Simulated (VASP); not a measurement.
# How a change of volume changes Si3N4 (P6_3/m), part 3 of 3

How do the elastic response and the band edges of Si3N4 follow a change of volume?

VASP 6.6.1, plane waves and PAW; the level of theory is named at each step.

So far: Set-up; Relax the crystal, PBEsol; Relax at fixed volume, PBEsol; Dielectric response, PBEsol.

### Step 5. Gap at another level, r2SCAN

The gap is read on the mesh at a level that opens it further.

Level: r2SCAN; plane waves and PAW (Si, N).

File INCAR:

```
SYSTEM = Si3N4
PREC = Accurate
ENCUT = 600
EDIFF = 1E-06
NELM = 100
ISMEAR = 0
SIGMA = 0.02
LREAL = .FALSE.
ALGO = Normal
METAGGA = R2SCAN
LASPH = .TRUE.
NBANDS = 36
LWAVE = .FALSE.
LCHARG = .FALSE.
KPAR = 8
```

File POSCAR:

```
Si3N4
1.0
    7.7809161410     -0.0000000789      0.0000000000
   -3.8904580036      6.7384710830      0.0000000000
    0.0000000000      0.0000000000      2.9636271456
Si N
6 8
Direct
    0.1770184692      0.7707997666      0.2500000000
    0.4062187026      0.1770184692      0.7500000000
    0.2292002334      0.4062187026      0.2500000000
    0.8229815308      0.2292002334      0.7500000000
    0.5937812974      0.8229815308      0.2500000000
    0.7707997666      0.5937812974      0.7500000000
    0.3333333330      0.6666666670      0.2500000000
    0.6666666670      0.3333333330      0.7500000000
    0.3306803518      0.0326336605      0.2500000000
    0.2980466913      0.3306803518      0.7500000000
    0.9673663395      0.2980466913      0.2500000000
    0.6693196482      0.9673663395      0.7500000000
    0.7019533087      0.6693196482      0.2500000000
    0.0326336605      0.7019533087      0.7500000000
```

File KPOINTS:

```
Automatic mesh
0
Gamma
4 4 8
0 0 0
```

Potentials, in the order of the species: Si and N (PBE family, release 64).

Launch:

```
$ mpirun -np 8 vasp_std
```

The program printed:

```text
[banner, memory and clock lines left out]
running    8 mpi-ranks, on    1 nodes
[...]
[... a notice as in an earlier step ...]

 [... a notice as in an earlier step ...]

 LDA part: xc-table for (None), standard interpolation
 POSCAR, INCAR and KPOINTS ok, starting setup
[...]
entering main loop
       N       E                     dE             d eps       ncg     rms          rms(c)
DAV:   1     0.339720413946E+03    0.33972E+03   -0.35588E+04  1440   0.188E+03
DAV:   2    -0.142908294315E+03   -0.48263E+03   -0.47104E+03  1900   0.364E+02
DAV:   3    -0.175824928915E+03   -0.32917E+02   -0.32800E+02  1616   0.111E+02
DAV:   4    -0.176671031541E+03   -0.84610E+00   -0.84420E+00  1712   0.172E+01
[...]
DAV:  12    -0.143693182863E+03    0.42424E-05   -0.81769E-05  1804   0.554E-02    0.908E-03
DAV:  13    -0.143693188451E+03   -0.55883E-05   -0.82435E-06  1588   0.189E-02    0.648E-03
DAV:  14    -0.143693189025E+03   -0.57419E-06   -0.11588E-06  1012   0.657E-03
   1 F= -.14369319E+03 E0= -.14369319E+03  d E =-.250953E-19
```

Run time: 35 s. Hardware: 8 MPI ranks of Intel Xeon 6975P-C (Granite Rapids), shared host; peak memory 3 GiB.

Parts of OUTCAR (step 5):

```text
  Total      -14.4726570    -14.4726570    -14.3806076     -0.0000008      0.0000000      0.0000000
  in kB     -149.2255498   -149.2255499   -148.2764408     -0.0000079      0.0000000      0.0000000
  external PRESSURE =    -148.9091802 kB  Pullay stress =       0.0000000 kB

 POSITION                                       TOTAL-FORCE (eV/Angst)
 -----------------------------------------------------------------------------------
     -1.62140      5.19401      0.74091        -0.013884      0.052045      0.000000
      2.47207      1.19283      2.22272        -0.052014      0.013999      0.000000
      0.20301      2.73729      0.74091        -0.038131     -0.038046     -0.000000
      5.51186      1.54446      2.22272         0.013884     -0.052045      0.000000
      1.41839      5.54564      0.74091         0.052014     -0.013999     -0.000000
      3.68745      4.00118      2.22272         0.038131      0.038046      0.000000
      0.00000      4.49231      0.74091        -0.000000      0.000000      0.000000
      3.89046      2.24616      2.22272        -0.000000      0.000000     -0.000000
      2.44604      0.21990      0.74091        -0.007686      0.041211      0.000000
      1.03258      2.22828      2.22272        -0.039532      0.013949      0.000000
      6.36746      2.00838      0.74091        -0.031846     -0.027261      0.000000
      1.44442      6.51857      2.22272         0.007686     -0.041211      0.000000
      2.85788      4.51019      0.74091         0.039532     -0.013949      0.000000
     -2.47700      4.73009      2.22272         0.031846      0.027261     -0.000000
 -----------------------------------------------------------------------------------
    total drift:                               -0.000000      0.000000     -0.000000

  FREE ENERGIE OF THE ION-ELECTRON SYSTEM (eV)
  ---------------------------------------------------
  free  energy   TOTEN  =      -143.6931890253 eV

  energy  without entropy=     -143.6931890253  energy(sigma->0) =     -143.69318903

[... 1 part as in an earlier step ...]

[... 2 further parts left out ...]
[key lines of the parts left out:]
E-fermi :   5.9555
```

This run gave:

```
energy(sigma→0) of the program : -143.6932 eV
stress, compression positive   : xx, yy, zz -14.92, -14.92, -14.83 GPa
```

The run ends at a pressure of -14.89 GPa, with forces up to 0.054 eV/Å.

### Step 6. Gap at another level, TB-mBJ

The gap is read on the mesh at a level that opens it further.

Level: TB-mBJ; plane waves and PAW (Si, N).

TB-mBJ has no energy functional, so the total energy, stress and pressure in this output mean nothing.

Changes to INCAR since step 5:

```diff
@@ -4,3 +4,3 @@
 EDIFF = 1E-06
-NELM = 100
+NELM = 150
 ISMEAR = 0
@@ -9,3 +9,3 @@
 ALGO = Normal
-METAGGA = R2SCAN
+METAGGA = MBJ
 LASPH = .TRUE.
```

POSCAR is that of step 5.

KPOINTS is that of step 5.

Launch:

```
$ mpirun -np 8 vasp_std
```

The program printed:

```text
[... set-up lines as in an earlier step ...]
 entering main loop
       N       E                     dE             d eps       ncg     rms          rms(c)
DAV:   1     0.631064380425E+03    0.63106E+03   -0.34929E+04  1440   0.183E+03
DAV:   2     0.143452425348E+03   -0.48761E+03   -0.47621E+03  1880   0.361E+02
DAV:   3     0.109680775699E+03   -0.33772E+02   -0.33655E+02  1608   0.110E+02
DAV:   4     0.108815535075E+03   -0.86524E+00   -0.86359E+00  1712   0.170E+01
[...]
DAV:  56     0.150855543345E+03    0.50878E-05    0.43370E-13   756   0.103E-05    0.456E-06
DAV:  57     0.150855546887E+03    0.35422E-05    0.76237E-12   752   0.769E-06    0.484E-06
DAV:  58     0.150855545911E+03   -0.97544E-06   -0.14475E-11   744   0.488E-06
   1 F= 0.15085555E+03 E0= 0.15085555E+03  d E =-.105669E-15
```

Elapsed: 65 s, on 8 MPI ranks; peak memory 3.1 GiB.

OUTCAR, selected parts (step 6):

```text
  Total       48.9311704     48.9311704     48.2933014     -0.0007587      0.0000000      0.0000000
  in kB      504.5224786    504.5224787    497.9455006     -0.0078233      0.0000000      0.0000000
  external PRESSURE =     502.3301526 kB  Pullay stress =       0.0000000 kB

 POSITION                                       TOTAL-FORCE (eV/Angst)
 -----------------------------------------------------------------------------------
     -1.62140      5.19401      0.74091         0.489542      0.160633      0.000000
      2.47207      1.19283      2.22272         0.105659      0.504272     -0.000000
      0.20301      2.73729      0.74091        -0.383883      0.343639     -0.000000
      5.51186      1.54446      2.22272        -0.489542     -0.160633     -0.000000
      1.41839      5.54564      0.74091        -0.105659     -0.504272     -0.000000
      3.68745      4.00118      2.22272         0.383883     -0.343639      0.000000
      0.00000      4.49231      0.74091         0.000000     -0.000000      0.000000
      3.89046      2.24616      2.22272         0.000000     -0.000000      0.000000
      2.44604      0.21990      0.74091         0.057003     -0.110078     -0.000000
      1.03258      2.22828      2.22272         0.123832     -0.005673     -0.000000
      6.36746      2.00838      0.74091         0.066829      0.104405      0.000000
      1.44442      6.51857      2.22272        -0.057003      0.110078      0.000000
      2.85788      4.51019      0.74091        -0.123832      0.005673      0.000000
     -2.47700      4.73009      2.22272        -0.066829     -0.104405     -0.000000
 -----------------------------------------------------------------------------------
    total drift:                               -0.000000      0.000000     -0.000000

  FREE ENERGIE OF THE ION-ELECTRON SYSTEM (eV)
  ---------------------------------------------------
  free  energy   TOTEN  =       150.8555459113 eV

  energy  without entropy=      150.8555459113  energy(sigma->0) =      150.85554591

[... 2 parts as in an earlier step ...]

[... 1 further part left out ...]
[key lines of the parts left out:]
E-fermi :   6.3343
```

### Step 7. The table

The other members went through these steps as far as the tables show, with the same cutoff and, step by step, the same mesh; 24 runs are not shown. The session took 17 core hours (wall time by ranks) on a shared machine.

The dielectric columns come from linear-response runs at PBEsol, run where the gap exceeds a picked 1.2 eV, on a mesh of 4×4×8.

| volume over the relaxed volume | volume (Å³/atom) | pressure (GPa) | energy above the unstrained row (meV/atom) | gap on the mesh, PBEsol (eV) | ε∞ (mean) | static ε (mean) | largest Born charge, mean of the diagonal (e) | lowest optical mode (cm⁻¹) | highest mode without LO–TO splitting (cm⁻¹) |
| --- | --- | --- | --- | --- | --- | --- | --- | --- | --- |
| 0.940 | 9.843 | 16.861 | 32.433 | 4.383 | 4.234 | 8.134 | 3.347 | 159.220 | 1116.200 |
| 0.960 | 10.052 | 10.698 | 14.168 | 4.319 | 4.256 | 8.128 | 3.348 | 165.010 | 1090.470 |
| 0.980 | 10.261 | 5.099 | 3.588 | 4.254 | 4.280 | 8.146 | 3.348 | 169.893 | 1065.750 |
| 1 | 10.471 | -0.002 | 0.000 | 4.188 | 4.308 | 8.187 | 3.349 | 174.300 | 1041.140 |
| 1.020 | 10.680 | -4.641 | 2.765 | 4.122 | 4.338 | 8.250 | 3.350 | 177.779 | 1017.100 |
| 1.040 | 10.890 | -8.849 | 11.312 | 4.054 | 4.370 | 8.329 | 3.350 | 180.645 | 993.897 |
| 1.060 | 11.099 | -12.669 | 25.102 | 3.989 | 4.405 | 8.426 | 3.351 | 183.137 | 971.222 |

A cubic of the pressure in ln(V/V₀) through all rows has the slope −B at V₀: B = 243 GPa, and its curvature gives B′ = 3.8.

Gaps at r2SCAN, read on its mesh alone:

| volume over the relaxed volume | gap (eV) |
| --- | --- |
| 0.940 | 5.193 |
| 0.960 | 5.127 |
| 0.980 | 5.060 |
| 1 | 4.990 |
| 1.020 | 4.920 |
| 1.040 | 4.847 |
| 1.060 | 4.761 |

Gaps at TB-mBJ, read on its mesh alone, with one row partly withheld:

| volume over the relaxed volume | gap (eV) |
| --- | --- |
| 0.940 | 6.011 |
| 0.960 | 5.941 |
| 0.980 | 5.870 |
| 1 | 5.797 |
| 1.020 | 5.724 |
| 1.040 | ? |
| 1.060 | 5.362 |

### Step 8. Working out the slope

The quantity to fit is the gap at TB-mBJ: 6.011, 5.941, 5.870, 5.797, 5.724, 5.362 eV in the rows shown.

A least-squares parabola through the 6 rows shown, with u the logarithm of the volume ratio: E = − 35.00 u² − 5.255 u + 5.801 (eV), r.m.s. residual 0.022 eV.

At u = 0.03922 this predicts 5.5415 eV.

### Step 9. Checking the prediction

The calculation gives 5.5825 eV, so the prediction is 0.0410 eV too low, within twice the residual of the fit.

The rows do not lie on one parabola (a picked bound of 1 % of their span for the r.m.s. residual). Levels that cross, a degenerate level that splits or an edge that moves to another point can do that; which it is was not traced. So the linear term is no slope at zero strain, and none is listed.

### Step 10. What came out

```json
{
  "bulk modulus": "243 GPa",
  "gap of the unstrained cell, r2SCAN": "4.99 eV",
  "gap of the unstrained cell, TB-mBJ": "5.80 eV",
  "error of the predicted row": "-41.0 meV"
}
```

In words: The slope of the energy gives 0.24 GPa at the relaxed volume where the pressure column has 0.00 GPa, a mark of the finite basis. The electronic dielectric constant goes from 4.23 at 0.94 to 4.41 at 1.06 of the relaxed volume; d ln / d ln V = 0.33. The static dielectric constant goes from 8.13 at 0.94 to 8.43 at 1.06 of the relaxed volume; d ln / d ln V = 0.30. The highest mode without LO–TO splitting (cm⁻¹) goes from 1116 at 0.94 to 971 at 1.06 of the relaxed volume; d ln / d ln V = -1.16; the highest mode need not be the same one at all volumes. r2SCAN opens gaps somewhat over GGA but leaves them below measured values as a rule. TB-mBJ is a potential fitted for gaps; it has no energy functional, so its total energies and forces mean nothing, and its bands tend to come out too narrow. Temperature, zero-point motion and excitons are left out.

[Lines on the potential files, build, host, timing and source positions are cut from VASP's logs without a mark.]

[Logs are printed without paths, hosts, clocks, repeated set-up lines and the standing remarks that a program may print on its own settings, such as how far it seeks lower states.]

[Hosts, paths, dates, database ids (printed as entryN), source tags and the programs' standing remarks are cut or masked in the printed files.]

[In band tables of VASP the shares of atoms and orbitals are scaled to a sum of 1 inside the atoms' spheres.]
